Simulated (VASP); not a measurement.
Crystal: Al.

```
CELL_PARAMETERS angstrom
0.00000 2.02481 2.02481
2.02481 0.00000 2.02481
2.02481 2.02481 0.00000
ATOMIC_POSITIONS crystal
Al 0.00000 0.00000 0.00000
```

```yaml
Program: VASP 6.6.1
Task: relaxation of cell and atoms
Functional: PBEsol
Potentials_or_basis: VASP PAW PBE potentials, release 64 (Al)
Cutoff: 600 eV
k_mesh: 27 × 27 × 27
Occupations: fermi-dirac, width 0.05 eV
Spin: no spin polarisation
```

At the start: pressure -2.0 GPa; volume 16.60 Å³/atom.

**Question.** Where does the relaxation end?

**Answer.** Over 3 steps the energy falls by 2.6 meV/atom and the volume is 16.19 Å³/atom (-2.5 %); space group Fm-3m (No. 225, to 0.05 Å).

The path:
```
step  energy change (eV)  largest force (eV/Å)  pressure (GPa)  volume (Å³)
   1              0.0000                0.0000           -1.96        16.60
   2             -0.0025                0.0000            0.37        16.12
   3             -0.0026                0.0000            0.00        16.19
```

Final structure:
```
Al
1.0
     0.00000    2.00795    2.00795
     2.00795    0.00000    2.00795
     2.00795    2.00795    0.00000
Al
1
Direct
  0.00000 0.00000 0.00000
```

Caveat: the PAW data sets were made with another functional, which shifts forces and pressure a little.
